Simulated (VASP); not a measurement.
Consider the following.

```
GaN
1.0
    3.08919     0.00000     0.00000
   -1.54459     2.67531     0.00000
    0.00000     0.00000     5.03523
Ga N
2 2
Direct
  0.33333   0.66667   0.99931
  0.66667   0.33333   0.49931
  0.33333   0.66667   0.37569
  0.66667   0.33333   0.87569
```

These are PBEsol GGA, VASP's PBE PAW potentials (set 64) (plane waves; VASP) values and carry that method's errors. Settings: 620 eV cut-off, 8×8×5 Γ-centred mesh, Gaussian smearing of 0.050 eV, potentials Ga_d N.

Task: Estimate the energy per atom (σ→0), pressure.

Result: 
The energy per atom (σ→0) comes out as -6.513 eV/atom. The pressure is 19.85 GPa.

Total energies compare only between runs with the same potentials, cut-off and functional.

The structure was generated: GaN was put into the wurtzite type (P6_3mc), which need not be its known phase. It was relaxed first under an external pressure of 20 GPa.
